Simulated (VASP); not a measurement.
Consider the following.

```
MgSe
1.0
    0.00000     2.75183     2.75183
    2.75183     0.00000     2.75183
    2.75183     2.75183     0.00000
Mg Se
1 1
Direct
  0.00000   0.00000   0.00000
  0.50000   0.50000   0.50000
```

Calculation: PBE GGA, VASP's PBE PAW potentials (set 64) (plane waves; VASP). Settings: 480 eV cut-off, 8×8×8 Γ-centred mesh, Gaussian smearing of 0.050 eV, potentials Mg Se.

Each relaxation starts from this cell; other phases were not tried.

### Question
The cell is relaxed at 1 GPa. What happens?

### Answer
The volume per atom goes from 20.84 to 20.52 Å³ (-1.5 %), and the cell becomes a = b = c = 5.475 Å, α = β = γ = 90.00°, space group Fm-3m. The gap on the mesh goes from 1.75 to 1.78 eV.

### Question
The cell is relaxed at 2 GPa. What happens?

### Answer
The volume per atom goes from 20.84 to 20.22 Å³ (-3.0 %), and the cell becomes a = b = c = 5.448 Å, α = β = γ = 90.00°, space group Fm-3m. The gap on the mesh goes from 1.75 to 1.80 eV.

Failed runs are left out, and for metals the shear rows, which the mesh's noise covers.

The compound is MgSe in the rock salt structure.
